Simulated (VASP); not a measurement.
Given:

```xyz
8
Lattice="-2.8294 2.8294 5.5579 2.8294 -2.8294 5.5579 2.8294 2.8294 -5.5579" Properties=species:S:1:pos:R:3 pbc="T T T"
Ga     0.0000     0.0000     5.5579
Ga     2.8294     0.0000     2.7790
Cu     0.0000     0.0000     0.0000
Cu     0.0000     2.8294     2.7790
Se     1.4147     1.4147     6.9474
Se     1.4147    -1.4147     4.1685
Se     1.4147     1.4147     1.3895
Se    -1.4147     1.4147     4.1685
```

Calculation: PBE GGA, VASP's PBE PAW potentials (set 64) (plane waves; VASP 6.6.1). Run with 300 eV cut-off, 3×3×3 Γ-centred mesh, Fermi-Dirac smearing of 0.050 eV, potentials Ga_d Cu Se.

Q: Give the energies of bands 27 to 40 at the high-symmetry points, in eV from the valence-band maximum.

A: 
| band | Γ | X | P | N | M | S | R |
|---|---|---|---|---|---|---|---|
| 27 | -2.01 | -1.86 | -1.91 | -1.89 | -2.08 | -1.92 | -1.87 |
| 28 | -1.98 | -1.86 | -1.91 | -1.84 | -2.08 | -1.87 | -1.87 |
| 29 | -1.89 | -1.73 | -1.71 | -1.82 | -1.84 | -1.82 | -1.78 |
| 30 | -1.63 | -1.73 | -1.71 | -1.73 | -1.84 | -1.69 | -1.78 |
| 31 | -1.58 | -1.30 | -1.30 | -1.62 | -1.22 | -1.65 | -1.37 |
| 32 | -1.58 | -1.30 | -1.30 | -1.33 | -1.22 | -1.54 | -1.37 |
| 33 | -1.48 | -0.80 | -0.82 | -1.30 | -1.18 | -1.36 | -0.83 |
| 34 | -0.12 | -0.80 | -0.82 | -1.17 | -1.18 | -1.15 | -0.83 |
| 35 | -0.12 | -0.48 | -0.66 | -1.06 | -0.87 | -0.72 | -0.67 |
| 36 | 0.00 | -0.48 | -0.66 | -0.53 | -0.87 | -0.54 | -0.67 |
| 37 | 0.15 | 1.13 | 1.55 | 2.10 | 1.83 | 1.93 | 1.41 |
| 38 | 1.95 | 1.13 | 1.55 | 2.51 | 1.83 | 2.32 | 1.41 |
| 39 | 2.24 | 3.30 | 3.03 | 3.22 | 1.99 | 2.51 | 3.80 |
| 40 | 3.97 | 3.30 | 3.03 | 4.09 | 1.99 | 3.45 | 3.80 |

The gap is direct, 0.15 eV, from the valence maximum at Γ to the conduction minimum at Γ.

The structure is a typed CuGaSe2 crystal. The cell was not relaxed at this level. The k-mesh is coarse (spacing up to 0.52 per Å, 2π included), so the numbers may not be converged in it.
